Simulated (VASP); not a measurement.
A convergence study with VASP on GaAs (zinc blende): one setting is varied, all else stays as given below, so the limit is that of these other settings.

```
GaAs
1.0
    0.00000     2.82500     2.82500
    2.82500     0.00000     2.82500
    2.82500     2.82500     0.00000
Ga As
1 1
Direct
  0.00000   0.00000   0.00000
  0.25000   0.25000   0.25000
```

Computed with PBEsol GGA, VASP's PBE PAW potentials (set 64) (plane waves; VASP 6.6.1). The tightest run used: 600 eV cut-off, 7×7×7 Γ-centred mesh, Gaussian smearing of 0.010 eV, potentials Ga_d As.

```json
[
 {"setting": "ENCUT = 200", "mean ε∞": "48.33", "plane waves": "301"},
 {"setting": "ENCUT = 300", "mean ε∞": "45.44", "plane waves": "541"},
 {"setting": "ENCUT = 400", "mean ε∞": "45.36", "plane waves": "869"}
]
```

**Question.** These are the cheaper rows. Estimate the results at ENCUT = 600, and how far the last row shown lies from them.

**Answer.** 
```csv
quantity,tightest run,last row shown is off by
mean ε∞,45.28,0.08
```

Left out are rungs that failed or repeat a setting and relaxations that didn't move; long series are thinned to 24 rows.

The compound is GaAs in the zinc blende structure. The cell was not relaxed at this level.
